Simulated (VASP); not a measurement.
Data:

```
CELL_PARAMETERS angstrom
      4.17193     2.08229     2.08229
      2.08229     4.17193     2.08229
      2.08229     2.08229     4.17193
ATOMIC_POSITIONS crystal
  Ni 0.00000 0.00000 0.00000
  Ni 0.50000 0.50000 0.50000
  O  0.25000 0.25000 0.25000
  O  0.75000 0.75000 0.75000
```
Starting moments (μB, in the order of the record's atoms Ni Ni O O): 1.3 -1.3 0.0 0.0.

Computed with optB88-vdW, VASP's PBE PAW potentials (set 64) (plane waves; VASP 6.6.1). Settings: 520 eV cut-off, 9×9×9 Γ-centred mesh, Gaussian smearing of 0.050 eV, potentials Ni O.

Problem. Predict the cell moment, energy per atom (σ→0).

Solution. 
The cell moment is 0.00 μB and the energy per atom (σ→0) comes out as -3.763 eV/atom.

Problem. Give the moment on each site (PAW-sphere projection).

Solution. 
```
site  moment (μB)
----  -----------
Ni1          1.31
Ni2         -1.31
O3           0.00
O4           0.00
```

The compound is NiO in the rock salt, AFM-II order structure. It was relaxed first.
